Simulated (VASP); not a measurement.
Energy against volume of NaCl (rock salt). Method: revTPSS meta-GGA, VASP's PBE PAW potentials (set 64) (plane waves; VASP).

```tsv
V (Å³/atom)	E (eV/atom)
21.315	-4.68471
21.995	-4.69020
22.676	-4.69207
23.356	-4.69089
24.036	-4.68717
```

**Question.** Fit a third-order Birch-Murnaghan equation of state.

**Answer.** 
```json
{
  "volume_per_atom": "22.73 Å^3/atom",
  "bulk_modulus": "23.5 GPa",
  "pressure_derivative_of_the_bulk_modulus": "4.82",
  "lattice_constant_a": "566.6 pm"
}
```

The compound is NaCl in the rock salt structure. It was relaxed first.
